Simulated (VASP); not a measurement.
A convergence study with VASP on P (black): one setting is varied, all else stays as given below, so the limit is that of these other settings.

```yaml
crystal:
  lattice:
    - [1.65500, -5.24000, 0.00000]
    - [1.65500, 5.24000, 0.00000]
    - [0.00000, 0.00000, 4.38000]
  atoms:
    - { symbol: P, position: [0.10170, 0.89830, 0.91940] }
    - { symbol: P, position: [0.39830, 0.60170, 0.41940] }
    - { symbol: P, position: [0.60170, 0.39830, 0.58060] }
    - { symbol: P, position: [0.89830, 0.10170, 0.08060] }
```

The numbers are results of PBE GGA, VASP's PBE PAW potentials (set 64) (plane waves; VASP), not measurements. The tightest run used: 600 eV cut-off, 6×6×4 Γ-centred mesh, Gaussian smearing of 0.010 eV, potentials P.

The reference is ENCUT = 600, which took about 10 core-minutes. Times come from single runs on busy shared machines, so they are rough: good to a factor of about 2.

Question: Of the settings ENCUT = 200; ENCUT = 300; ENCUT = 400; ENCUT = 500; ENCUT = 600, which is the lowest that keeps the difference from the reference in mean ε∞ within 0.1 from there on, and what does it cost?

Answer: ENCUT = 300; its cost over the reference is about 1/3.
| setting | difference in mean ε∞ | cost over the reference |
|---|---|---|
| ENCUT = 200 | 0.23 | about 1/5 |
| ENCUT = 300 | 0.02 | about 1/3 |
| ENCUT = 400 | 0.01 | about 1/2 |
| ENCUT = 500 | 0.00 | within a factor of 2 |
| ENCUT = 600 | 0.00 | reference |

Left out are rungs that failed or repeat a setting and relaxations that didn't move; long series are thinned to 24 rows.

The compound is P in the black structure. The cell was not relaxed at this level, forces remain on its atoms.
